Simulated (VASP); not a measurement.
A run of VASP 6.6.1 is set up as follows.

Contents of INCAR:

```
  PREC = Accurate
  ENCUT = 520
  EDIFF = 1E-6
  ISMEAR = -1
  SIGMA = 0.1
  LREAL = False
  LASPH = True
  NELM = 60
  ALGO = Fast
  ISIF = 2
  LWAVE = False
  LCHARG = False
  GGA = PE
```

File KPOINTS:

```
regular mesh
0
Gamma
  20 20 20
```

Contents of POSCAR:

```
Ta
1.0
   -1.6515000000      1.6515000000      1.6515000000
    1.6515000000     -1.6515000000      1.6515000000
    1.6515000000      1.6515000000     -1.6515000000
Ta
1
Direct
    0.0000000000      0.0000000000      0.0000000000
```

Potentials or basis: VASP PAW PBE potentials, release 64 (Ta_pv).

Launch:

```bash
$ cat potpaw_PBE.64/Ta_pv/POTCAR > POTCAR
$ mpirun -np 1 vasp_std > vasp.out
```

(1) Estimate the pressure.

(2) What does it give for the band gap on the k mesh?

## Answers

(1) 3.3 GPa.

(2) none (metal or under the smearing width).
